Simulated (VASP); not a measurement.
Computed with PBE GGA, VASP's PBE PAW potentials (set 64) (plane waves; VASP).

The input files of a VASP run:

**INCAR**
```
! general
SYSTEM  = TiCo
PREC    = Accurate
ENCUT   = 500
LREAL   = .FALSE.
LASPH   = .TRUE.

! electronic loop
EDIFF   = 1E-6
NELM    = 100
ALGO    = Normal
LMAXMIX = 4

! smearing
ISMEAR  = 1
SIGMA   = 0.1

! functional
GGA     = PE

! ions
IBRION  = 2
NSW     = 40
ISIF    = 3
EDIFFG  = -0.02

! output
LWAVE   = .FALSE.
LCHARG  = .FALSE.
```

**KPOINTS**
```
K-points
0
gamma
  12 12 12
0 0 0
```

**POSCAR**
```
TiCo
1
    2.9658424470     0.0000000000     0.0000000000
    0.0000000000     2.9658424470     0.0000000000
    0.0000000000     0.0000000000     2.9658424470
Ti Co
1 1
Direct
  0.0000000000   0.0000000000   0.0000000000
  0.5000000000   0.5000000000   0.5000000000
```

POTCAR, in this order: Ti_sv Co (PBE.64 set). Program: vasp_std.

Output

OSZICAR:
```
       N       E                     dE             d eps       ncg     rms          rms(c)
DAV:   1     0.149158391029E+03    0.14916E+03   -0.10300E+04  2352   0.184E+03
DAV:   2    -0.894704594769E+01   -0.15811E+03   -0.15546E+03  2406   0.404E+02
DAV:   3    -0.176562178742E+02   -0.87092E+01   -0.86354E+01  3674   0.107E+02
DAV:   4    -0.179143373782E+02   -0.25812E+00   -0.25674E+00  2832   0.150E+01
DAV:   5    -0.179245334279E+02   -0.10196E-01   -0.10193E-01  3534   0.275E+00    0.133E+01
DAV:   6    -0.161202786223E+02    0.18043E+01   -0.13635E+01  2942   0.563E+01    0.696E+00
DAV:   7    -0.183584844421E+02   -0.22382E+01   -0.28486E+01  3842   0.508E+01    0.226E+01
DAV:   8    -0.156171066231E+02    0.27414E+01   -0.16276E+01  3510   0.393E+01    0.165E+00
DAV:   9    -0.156497372412E+02   -0.32631E-01   -0.30119E-01  3258   0.533E+00    0.188E+00
DAV:  10    -0.156351599280E+02    0.14577E-01   -0.86781E-02  3516   0.371E+00    0.464E-01
DAV:  11    -0.156336441329E+02    0.15158E-02   -0.78547E-03  2988   0.106E+00    0.268E-01
DAV:  12    -0.156332325847E+02    0.41155E-03   -0.16647E-03  3658   0.365E-01    0.794E-02
DAV:  13    -0.156331570028E+02    0.75582E-04   -0.19363E-04  2830   0.131E-01    0.382E-02
DAV:  14    -0.156331483383E+02    0.86645E-05   -0.60590E-05  3452   0.677E-02    0.687E-03
DAV:  15    -0.156331484041E+02   -0.65757E-07   -0.30999E-06  2194   0.240E-02
   1 F= -.15633148E+02 E0= -.15632635E+02  d E =-.156331E+02
       N       E                     dE             d eps       ncg     rms          rms(c)
DAV:   1    -0.156449103714E+02   -0.11762E-01   -0.24048E-01  2556   0.778E+00    0.998E-01
DAV:   2    -0.156822030668E+02   -0.37293E-01   -0.39209E-01  3198   0.754E+00    0.260E+00
DAV:   3    -0.156334573806E+02    0.48746E-01   -0.30454E-01  3474   0.604E+00    0.300E-01
DAV:   4    -0.156330553292E+02    0.40205E-03   -0.37467E-03  2570   0.547E-01    0.167E-01
DAV:   5    -0.156330302549E+02    0.25074E-04   -0.12106E-03  3406   0.234E-01    0.705E-02
DAV:   6    -0.156331156981E+02   -0.85443E-04   -0.12889E-04  3150   0.123E-01    0.826E-02
DAV:   7    -0.156331202045E+02   -0.45065E-05   -0.26127E-04  3590   0.144E-01    0.109E-02
DAV:   8    -0.156331203218E+02   -0.11724E-06   -0.10198E-05  3016   0.319E-02    0.343E-03
DAV:   9    -0.156331203315E+02   -0.97034E-08   -0.64404E-07  1262   0.936E-03
   2 F= -.15633120E+02 E0= -.15632601E+02  d E =0.280726E-04
       N       E                     dE             d eps       ncg     rms          rms(c)
DAV:   1    -0.156364069047E+02   -0.32866E-02   -0.65108E-02  2556   0.402E+00    0.511E-01
DAV:   2    -0.156452860676E+02   -0.88792E-02   -0.97080E-02  3174   0.381E+00    0.126E+00
DAV:   3    -0.156334016156E+02    0.11884E-01   -0.72663E-02  3450   0.302E+00    0.176E-01
DAV:   4    -0.156332383139E+02    0.16330E-03   -0.11345E-03  2890   0.308E-01    0.801E-02
DAV:   5    -0.156332423174E+02   -0.40035E-05   -0.24446E-04  3262   0.998E-02    0.379E-02
DAV:   6    -0.156332697064E+02   -0.27389E-04   -0.47754E-05  3206   0.600E-02    0.384E-02
DAV:   7    -0.156332696070E+02    0.99399E-07   -0.52824E-05  3574   0.688E-02    0.510E-03
DAV:   8    -0.156332697706E+02   -0.16353E-06   -0.13674E-06  1474   0.122E-02
   3 F= -.15633270E+02 E0= -.15632754E+02  d E =-.121366E-03
```

File OUTCAR:
```
------------------------ aborting loop because EDIFF is reached ----------------------------------------
  FORCE on cell =-STRESS in cart. coord.  units (eV):
  Direction    XX          YY          ZZ          XY          YZ          ZX
  --------------------------------------------------------------------------------------
  Total       -0.0075928     -0.0075928     -0.0075928     -0.0000000      0.0000000     -0.0000000
  in kB       -0.4649438     -0.4649438     -0.4649438     -0.0000000      0.0000000     -0.0000000
  external PRESSURE =      -0.4649438 kB  Pullay stress =       0.0000000 kB
  volume of cell :       26.16
      direct lattice vectors                 reciprocal lattice vectors
     2.968736140 -0.000000000  0.000000000     0.336843678  0.000000000 -0.000000000
    -0.000000000  2.968736140  0.000000000     0.000000000  0.336843678 -0.000000000
     0.000000000  0.000000000  2.968736140    -0.000000000 -0.000000000  0.336843678
 POSITION                                       TOTAL-FORCE (eV/Angst)
 -----------------------------------------------------------------------------------
      0.00000      0.00000      0.00000         0.000000      0.000000      0.000000
      1.48437      1.48437      1.48437        -0.000000      0.000000      0.000000
 -----------------------------------------------------------------------------------
    total drift:                                0.000000      0.000000     -0.000000
  FREE ENERGIE OF THE ION-ELECTRON SYSTEM (eV)
  ---------------------------------------------------
  free  energy   TOTEN  =       -15.6332697706 eV

  energy  without entropy=      -15.6317209830  energy(sigma->0) =      -15.63275351

 reached required accuracy - stopping structural energy minimisation
```
(Selected blocks of OUTCAR.)

CONTCAR:
```
TiCo
   1.00000000000000
     2.9687361399256189   -0.0000000000000000    0.0000000000000000
    -0.0000000000000000    2.9687361399256189    0.0000000000000000
     0.0000000000000000    0.0000000000000000    2.9687361399256189
  Ti              Co
     1     1
Direct
     0.0000000000000000    0.0000000000000000    0.0000000000000000
     0.5000000000000000    0.5000000000000000    0.5000000000000000
```

**OUTCAR**
```
 val. band max:       10.1469170822   @ k =   0.3333   0.0833   0.0833

 cond. band min:      10.1663659485   @ k =   0.4167   0.2500   0.0833


 Fermi energy:        10.1574236269

 k-point     1 :       0.0000    0.0000    0.0000
  band No.  band energies     occupation
      1     -47.0450      2.00000
      2     -23.1310      2.00000
      3     -23.1310      2.00000
      4     -23.1310      2.00000
      5       2.4031      2.00000
      6       6.3069      2.00000
      7       6.3069      2.00000
      8       8.6562      2.00000
      9       8.6562      2.00000
     10       8.6562      2.00000
     11      10.9220     -0.00000
     12      10.9220     -0.00000
     13      12.8943      0.00000
     14      12.8943      0.00000

 k-point     2 :       0.0833    0.0000    0.0000
  band No.  band energies     occupation
      1     -47.0426      2.00000
      2     -23.1527      2.00000
      3     -23.1294      2.00000
      4     -23.1294      2.00000
      5       2.5430      2.00000
      6       6.3698      2.00000
      7       6.3714      2.00000
      8       8.6465      2.00000
      9       8.6465      2.00000
     10       8.6815      2.00000
     11      10.8495     -0.00000
     12      10.9498     -0.00000
     13      12.7023      0.00000
     14      12.7023      0.00000

 k-point     3 :       0.1667    0.0000    0.0000
  band No.  band energies     occupation
      1     -47.0364      2.00000
      2     -23.2117      2.00000
      3     -23.1252      2.00000
      4     -23.1252      2.00000
      5       2.9525      2.00000
      6       6.5416      2.00000
      7       6.5542      2.00000
      8       8.6224      2.00000
      9       8.6224      2.00000
     10       8.7527      2.00000
     11      10.6382     -0.00000
     12      11.0098     -0.00000
     13      12.2377      0.00000
     14      12.2377      0.00000

 k-point     4 :       0.2500    0.0000    0.0000
  band No.  band energies     occupation
...
```

The compound is TiCo in the CsCl type structure. This run relaxes it. Symmetry was kept, so distortions that lower it aren't found. The run is not spin-polarised, so no magnetic state was tried. The electron count is odd and the run is not spin-polarised, which forces a metal.
